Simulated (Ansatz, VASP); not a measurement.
# Ta2S2N (Ta2NS2 MXene bilayer, AA) in two plane-wave programs, part 3 of 3

Wanted: the spread between two codes on one cell, functional and k mesh. Of the first pair: The structure shown is the start of the Ansatz relaxation below; VASP solves that cell, so the two are compared at the walk's first step.

VASP 6.6.1 and Ansatz 0.2.0.

So far: Set-up; Ansatz: relaxation, PBE with D3(BJ); VASP: single point, PBE with D3(BJ), start cell, pair 1; Differences.

## 5. Ansatz: relaxation, PBE with D3(BJ)

Level of this step: Ansatz beside VASP: Kohn-Sham DFT, plane waves, PBE with D3(BJ) (Ansatz).

This run makes the geometry at which the two programs are then compared.

The structure compared here is the end of the Ansatz relaxation.

Contents of input.yaml:

```yaml
crystal:
  lattice:
    - [3.15458, 0.0, 0.0]
    - [-1.57729, 2.7319464183, 0.0]
    - [0.0, 0.0, 61.588326208]
  atoms:
    - { symbol: S, position: [0.3333333333, 0.6666666667, 0.3758829217] }
    - { symbol: Ta, position: [0.6666666667, 0.3333333333, 0.4055536149], spin: 1.0 }
    - { symbol: "N", position: [0.0, 0.0, 0.4257638284] }
    - { symbol: Ta, position: [0.3333333333, 0.6666666667, 0.445974042], spin: 1.0 }
    - { symbol: S, position: [0.6666666667, 0.3333333333, 0.4756447351] }
    - { symbol: S, position: [0.3333333333, 0.6666666667, 0.5243552649] }
    - { symbol: Ta, position: [0.6666666667, 0.3333333333, 0.554025958], spin: -1.0 }
    - { symbol: "N", position: [0.0, 0.0, 0.5742361716] }
    - { symbol: Ta, position: [0.3333333333, 0.6666666667, 0.5944463851], spin: -1.0 }
    - { symbol: S, position: [0.6666666667, 0.3333333333, 0.6241170783] }
  periodic: [true, true, false]
magnetization:
  spin_polarized: true
kpoints:
  mp_grid: { grid: [12, 12, 1] }
hamiltonian:
  xc: pbe
  dispersion: d3bj
scf:
  occupations: { method: fermi_dirac, width: 0.05 }
  convergence: { dr2_threshold: 1.0e-09 }
relax:
  f_tol: 0.004
  max_steps: 90
  cell: {}
output:
  write_potential: true
  write_density: true
  volumetric_format: npy
```

The run is started by

```bash
> ansatz run input.yaml --threads 4 --pin off --max-ram 12288MiB --backend cpu --events-out ev --progress --plain --runs-dir out
```

Numbers of over 12 decimals in the logs are rounded to 6 here.

The program printed:

```text
[...]
Crystal: 10 atoms, lattice volume = 530.777 Å³
Basis set: ecut = 420 eV, 10261 PW (Γ), exchange–correlation on 48×48×864 points (8 copies of the dense FFT grid, shifted against one another)
Bands: 55, of which v1, the nominal top of the filled ones, is band 43 counted from 1 (42 counted from 0)
[...]
- { symbol: Ta, position: [0.333333, 0.666667, 0.450827] }
    - { symbol: S, position: [0.666667, 0.333333, 0.476583] }
    - { symbol: S, position: [0.333333, 0.666667, 0.523417] }
    - { symbol: Ta, position: [0.666667, 0.333333, 0.549173] }
    - { symbol: N, position: [-2.73570129090194e-18, -5.471402581803884e-18, 0.567678] }
    - { symbol: Ta, position: [0.333333, 0.666667, 0.586144] }
    - { symbol: S, position: [0.666667, 0.333333, 0.611983] }
[key lines of the parts left out:]
SCF converged after 4 iterations
Magnetization: -0.0000 μB (43.0000 up, 43.0000 down)
Free energy (F): -44119.349828 eV
Fermi energy:    -5.036717 eV
P = ½ c Tr σ = -0.0016 N/m
```

## 6. VASP: single point, PBE with D3(BJ), relaxed cell, pair 2

The same cell, functional, mesh and smearing now go to VASP, with its own data sets.

Contents of INCAR:

```
SYSTEM = Ta2S2N
PREC = Accurate
ENCUT = 520
EDIFF = 1E-06
NELM = 200
ISMEAR = -1
SIGMA = 0.05
LREAL = .FALSE.
ALGO = Normal
GGA = PE
IVDW = 12
NBANDS = 54
ISPIN = 2
MAGMOM = 0 -0 0 -0 -0 0 -0 0 -0 0
LASPH = .TRUE.
LMAXMIX = 4
LORBIT = 11
LWAVE = .FALSE.
LCHARG = .FALSE.
ISIF = 2
LDIPOL = .TRUE.
IDIPOL = 3
DIPOL = 0.5 0.5 0.5
LVHAR = .TRUE.
GGA_COMPAT = .FALSE.
NELMDL = -8
KPAR = 2
```

Contents of POSCAR:

```
Ta2S2N
1.0
    3.2813844184      0.0000000000      0.0000000000
   -1.6406922092      2.8417622659      0.0000000000
    0.0000000000      0.0000000000     61.5883262080
S Ta N
4 4 2
Direct
    0.3333333333      0.6666666667      0.3880167452
    0.6666666667      0.3333333333      0.4765829175
    0.3333333333      0.6666666667      0.5234170825
    0.6666666667      0.3333333333      0.6119832548
    0.6666666667      0.3333333333      0.4138560441
    0.3333333333      0.6666666667      0.4508270473
    0.6666666667      0.3333333333      0.5491729527
    0.3333333333      0.6666666667      0.5861439559
    0.0000000000      0.0000000000      0.4323220105
    0.0000000000      0.0000000000      0.5676779895
```

Contents of KPOINTS:

```
Automatic mesh
0
Gamma
12 12 1
0 0 0
```

The projector-augmented-wave data sets are S, Ta_pv and N (PBE family, release 64).

The run is started by

```bash
> mpirun -np 2 vasp_std
```

The program printed:

```text
[banner, memory and clock lines left out]
running    2 mpi-ranks, on    1 nodes
[...]
LDA part: xc-table for (Slater+PW92), standard interpolation
 [... a notice as in an earlier step ...]

 POSCAR, INCAR and KPOINTS ok, starting setup
[...]
entering main loop
       N       E                     dE             d eps       ncg     rms          rms(c)
DAV:   1     0.633361673479E+03    0.63336E+03   -0.36948E+04  5080   0.115E+03
DAV:   2    -0.268933407815E+02   -0.66026E+03   -0.63775E+03  5480   0.276E+02
DAV:   3    -0.964837023561E+02   -0.69590E+02   -0.68140E+02  4960   0.845E+01
DAV:   4    -0.993289453511E+02   -0.28452E+01   -0.28125E+01  5396   0.186E+01
[...]
DAV:  16    -0.906324900272E+02   -0.14885E-03   -0.27837E-03  4684   0.217E-01    0.180E-01
DAV:  17    -0.906324875187E+02    0.25086E-05   -0.16364E-04  6144   0.575E-02    0.145E-01
DAV:  18    -0.906324875747E+02   -0.56035E-07   -0.94740E-06  4856   0.132E-02
   1 F= -.94495153E+02 E0= -.94485511E+02  d E =-.192826E-01  mag=     0.0000
```

Parts of OUTCAR (step 6):

```text
 Edisp (eV)   -3.86267

  Total       0.16764     0.16764     0.41549     0.00000     0.00000     0.00000
  in kB       0.46767     0.46767     1.15913     0.00000     0.00000     0.00000
  external pressure =        0.70 kB  Pullay stress =        0.00 kB

 POSITION                                       TOTAL-FORCE (eV/Angst)
 -----------------------------------------------------------------------------------
     -0.00000      1.89451     23.89730         0.000000      0.000000     -0.004232
      1.64069      0.94725     29.35194        -0.000000     -0.000000      0.004318
     -0.00000      1.89451     32.23638         0.000000      0.000000     -0.004318
      1.64069      0.94725     37.69102        -0.000000     -0.000000      0.004232
      1.64069      0.94725     25.48870        -0.000000      0.000000     -0.035484
     -0.00000      1.89451     27.76568         0.000000      0.000000      0.032827
      1.64069      0.94725     33.82264        -0.000000      0.000000     -0.032827
     -0.00000      1.89451     36.09963         0.000000     -0.000000      0.035484
      0.00000      0.00000     26.62599        -0.000000      0.000000      0.000637
      0.00000      0.00000     34.96234        -0.000000     -0.000000     -0.000637
 -----------------------------------------------------------------------------------
    total drift:                                0.000000      0.000000     -0.000000

  FREE ENERGIE OF THE ION-ELECTRON SYSTEM (eV)
  ---------------------------------------------------
  free  energy   TOTEN  =       -94.4951526495 eV

  energy  without entropy=      -94.4758700548  energy(sigma->0) =      -94.48551135

 magnetization (x)
# of ion       s       p       d       tot
------------------------------------------
    1        0.000   0.000   0.000   0.000
    2        0.000   0.000   0.000   0.000
    3        0.000   0.000   0.000   0.000
    4        0.000   0.000   0.000   0.000
    5       -0.000  -0.000   0.000  -0.000
    6        0.000  -0.000  -0.000  -0.000
    7        0.000  -0.000  -0.000  -0.000
    8       -0.000  -0.000   0.000  -0.000
    9        0.000   0.000   0.000   0.000
   10        0.000   0.000   0.000   0.000
--------------------------------------------------
tot          0.000   0.000  -0.000   0.000

[... 1 part as in an earlier step ...]

[... 2 further parts left out ...]
[key lines of the parts left out:]
E-fermi :  -1.9351
```

## 7. Side by side

What differs besides the data sets and the points named for the pairs above, as far as they apply: the data sets hold 86 valence electrons in Ansatz (on its default PAW (the set named soft_2) files) and 78 in VASP. Total energies have different zeros and are not compared.

At this near-relaxed geometry the largest component of a force difference is 36 meV/Å. With vacuum in the cell, a pressure given here is an average over mostly empty space and none of the material.

## 8. Further runs

Further runs change the set-up of one program: Ansatz's method, potentials or start, or VASP's data sets, cutoff or form of LDA. The table gives that difference for each run.

```csv
run,r.m.s. force difference (meV/Å)
as above,13
"VASP with the data sets S, Ta_sv_GW and N",12
```

## 9. Summary of results

| Property | Result |
| --- | --- |
| r.m.s. force difference (single point, PBE with D3(BJ), start cell, pair 1) | 1.3 % of the r.m.s. force |
| r.m.s. force difference (single point, PBE with D3(BJ), relaxed cell, pair 2) | 13 meV/Å |

**Reading.** The r.m.s. force difference is 13 meV/Å (single point, PBE with D3(BJ), relaxed cell, pair 2), at about the 12 meV/Å picked in this series as the mark of a large difference. The data sets hold unlike numbers of valence electrons (86 in Ansatz and 78 in VASP), so part of the differences comes from the potentials. For single point, PBE with D3(BJ), relaxed cell, pair 2, no further run moves any of the tabulated differences by more than a quarter of its size. Such differences can come from data sets, numerical settings and the points named under the comparisons, not from the functional's error against experiment.

[Lines on the potential files, build, host, timing and source positions are cut from VASP's logs without a mark.]

[Logs are printed without paths, hosts, clocks, repeated set-up lines and the standing remarks that a program may print on its own settings, such as how far it seeks lower states.]

[Hosts, paths, dates, database ids (printed as entryN), source tags and the programs' standing remarks are cut or masked in the printed files.]
